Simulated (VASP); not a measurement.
Input:

```
CELL_PARAMETERS angstrom
      0.00000     2.79066     2.79066
      2.79066     0.00000     2.79066
      2.79066     2.79066     0.00000
ATOMIC_POSITIONS crystal
  W  0.00000 0.00000 0.00000
  Si 0.25000 0.25000 0.25000
```

Level of theory: PBE GGA, VASP's PBE PAW potentials (set 64) (plane waves; VASP). Run with 400 eV cut-off, Gaussian smearing of 0.050 eV, potentials W_sv Si.

Unless said otherwise, spin-orbit coupling is left out, though it shifts the bands of the heavy elements here.

Question: Estimate the band gap (along the path) with the smallest direct gap where there is one.

Answer: 
band gap (along the path): none (metal, semimetal or under 0.01 eV)

The absolute energy has meaning only against runs of the same code, potentials and settings.

The structure was generated: WSi was put into the zinc blende type (F-43m), which need not be its known phase. It was relaxed first, which changed the volume by -31 %.
